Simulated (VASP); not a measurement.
Level of theory: PBE GGA, VASP's PBE PAW potentials (set 64) (plane waves; VASP).

VASP ran on this input.

### POSCAR
```
Zn33Se31
1.0
 11.4825331932   0.0000000000   0.0000000000
  0.0000000000  11.4825331932   0.0000000000
  0.0000000000   0.0000000000  11.4825331932
Zn Se
33 31
direct
  0.5000000000   0.0000000000   0.0000000000
  0.7500000000   0.2500000000   0.0000000000
  0.7500000000   0.0000000000   0.2500000000
  0.0000000000   0.0000000000   0.0000000000
  0.2500000000   0.2500000000   0.0000000000
  0.5000000000   0.5000000000   0.0000000000
  0.7500000000   0.7500000000   0.0000000000
  0.2500000000   0.0000000000   0.2500000000
  0.4978580000   0.2462030000   0.2537670000
  0.6254110000   0.3791210000   0.3785040000
  0.7490390000   0.4989310000   0.2513370000
  0.5000000000   0.0000000000   0.5000000000
  0.7523780000   0.2483420000   0.5042170000
  0.7500000000   0.0000000000   0.7500000000
  0.0000000000   0.5000000000   0.0000000000
  0.2500000000   0.7500000000   0.0000000000
  0.0000000000   0.2500000000   0.2500000000
  0.2500000000   0.5000000000   0.2500000000
  0.5000000000   0.7500000000   0.2500000000
  0.0000000000   0.0000000000   0.5000000000
  0.2500000000   0.2500000000   0.5000000000
  0.4995310000   0.4975700000   0.5034010000
  0.7500000000   0.7500000000   0.5000000000
  0.2500000000   0.0000000000   0.7500000000
  0.5000000000   0.2500000000   0.7500000000
  0.7500000000   0.5000000000   0.7500000000
  0.0000000000   0.7500000000   0.2500000000
  0.0000000000   0.5000000000   0.5000000000
  0.2500000000   0.7500000000   0.5000000000
  0.0000000000   0.2500000000   0.7500000000
  0.2500000000   0.5000000000   0.7500000000
  0.5000000000   0.7500000000   0.7500000000
  0.0000000000   0.7500000000   0.7500000000
  0.6250000000   0.1250000000   0.1250000000
  0.8750000000   0.3750000000   0.1250000000
  0.8750000000   0.1250000000   0.3750000000
  0.1250000000   0.1250000000   0.1250000000
  0.3750000000   0.3750000000   0.1250000000
  0.6250000000   0.6250000000   0.1250000000
  0.8750000000   0.8750000000   0.1250000000
  0.3750000000   0.1250000000   0.3750000000
  0.8750000000   0.6250000000   0.3750000000
  0.6250000000   0.1250000000   0.6250000000
  0.8750000000   0.3750000000   0.6250000000
  0.8750000000   0.1250000000   0.8750000000
  0.1250000000   0.6250000000   0.1250000000
  0.3750000000   0.8750000000   0.1250000000
  0.1250000000   0.3750000000   0.3750000000
  0.3750000000   0.6250000000   0.3750000000
  0.6250000000   0.8750000000   0.3750000000
  0.1250000000   0.1250000000   0.6250000000
  0.3750000000   0.3750000000   0.6250000000
  0.6250000000   0.6250000000   0.6250000000
  0.8750000000   0.8750000000   0.6250000000
  0.3750000000   0.1250000000   0.8750000000
  0.6250000000   0.3750000000   0.8750000000
  0.8750000000   0.6250000000   0.8750000000
  0.1250000000   0.8750000000   0.3750000000
  0.1250000000   0.6250000000   0.6250000000
  0.3750000000   0.8750000000   0.6250000000
  0.1250000000   0.3750000000   0.8750000000
  0.3750000000   0.6250000000   0.8750000000
  0.6250000000   0.8750000000   0.8750000000
  0.1250000000   0.8750000000   0.8750000000
```

**INCAR**
```
ALGO=Fast
EDIFF=1E-5
EDIFFG=-0.03
ENCUT=400
GGA=PE
IBRION=2
ISIF=2
ISMEAR=0
ISYM=0
LASPH=.True.
LCHARG=.False.
LMAXMIX=4
LREAL=Auto
LWAVE=.False.
NELECT=580.0
NELM=100
NELMIN=4
NSW=60
PREC=Normal
SIGMA=0.05
SYSTEM=Zn33Se31
```

**KPOINTS**
```
K-points
0
G
1 1 1
0 0 0
```

POTCAR, in this order: Zn Se (PBE.64 set). Program: vasp_gam.

The cell is charged, with a uniform compensating background. The supercell is sampled at Γ alone, which is coarse: total energies, pressure and levels can be off, energies of defects by several tenths of an eV.

Question: Estimate the energy per atom (σ→0).

Answer: 
| Item | Result |
|---|---|
| energy per atom (σ→0) | -2.968 eV/atom |

OSZICAR:
```
...
  10 F= -.18998067E+03 E0= -.18998067E+03  d E =-.112469E-01
       N       E                     dE             d eps       ncg     rms          rms(c)
DAV:   1    -0.189981152529E+03   -0.48077E-03   -0.81897E-01   720   0.158E+00    0.190E-01
RMM:   2    -0.189982099176E+03   -0.94665E-03   -0.10538E-02   696   0.178E-01    0.605E-02
RMM:   3    -0.189982206822E+03   -0.10765E-03   -0.13057E-03   697   0.676E-02    0.453E-02
RMM:   4    -0.189982211095E+03   -0.42727E-05   -0.19389E-04   703   0.298E-02    0.351E-02
RMM:   5    -0.189982206629E+03    0.44666E-05   -0.51347E-05   552   0.147E-02
  11 F= -.18998221E+03 E0= -.18998221E+03  d E =-.153278E-02
```

The cell is a supercell with a defect, built from ZnSe (zinc blende): Zn_Se, charge +2. The run is not spin-polarised, so no state with unpaired spins was tried.
